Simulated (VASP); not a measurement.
Consider the following.

```
CELL_PARAMETERS angstrom
      0.00000     3.30410     3.30410
      3.30410     0.00000     3.30410
      3.30410     3.30410     0.00000
ATOMIC_POSITIONS crystal
  Cd 0.00000 0.00000 0.00000
  Te 0.25000 0.25000 0.25000
```

Method: PBE GGA, VASP's PBE PAW potentials (set 64) (plane waves; VASP 6.6.1). Settings: 480 eV cut-off, 6×6×6 Γ-centred mesh, Gaussian smearing of 0.050 eV, potentials Cd Te.

Unless said otherwise, spin-orbit coupling is left out, though it shifts the bands of the heavy elements here.

Problem. Predict the energy per atom (σ→0), band gap (on the k-mesh) with the smallest direct gap where there is one.

Solution. 
The band gap (on the k-mesh) is 0.59 eV and the smallest direct gap (on the k-mesh) is 0.59 eV. The energy per atom (σ→0) comes out as -2403 meV/atom.

The compound is CdTe in the zinc blende structure. It was relaxed first, which changed the volume by +6 %.
